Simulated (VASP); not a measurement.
```yaml
crystal:
  lattice:
    - [2.00070, -3.46531, 0.00000]
    - [2.00070, 3.46531, 0.00000]
    - [0.00000, 0.00000, 5.22331]
  atoms:
    - { symbol: Ni, position: [0.00000, 0.00000, 0.50000] }
    - { symbol: Ni, position: [0.00000, 0.00000, 0.00000] }
    - { symbol: Sb, position: [0.33333, 0.66667, 0.25000] }
    - { symbol: Sb, position: [0.66667, 0.33333, 0.75000] }
```

Computed with RPBE GGA, VASP's PBE PAW potentials (set 64) (plane waves; VASP 6.6.1). Numerical set-up: 520 eV cut-off, 10×10×7 Γ-centred mesh, tetrahedra with Blöchl corrections, potentials Ni Sb.

The cores are frozen, which limits the accuracy of field gradients.

**Question.** Give the principal components of the electric field gradient (V/Å²) and the asymmetry η at each nucleus.

**Answer.** 
```
atom    Vxx    Vyy    Vzz     η
----  -----  -----  -----  ----
Ni1     9.4    9.4  -18.8  0.00
Ni2     9.4    9.4  -18.8  0.00
Sb3   -37.6  -37.6   75.1  0.00
Sb4   -37.6  -37.6   75.1  0.00
```

The compound is NiSb in the NiAs type structure. It was relaxed first, which changed the volume by +6 %. The run is not spin-polarised, so no magnetic state was tried.
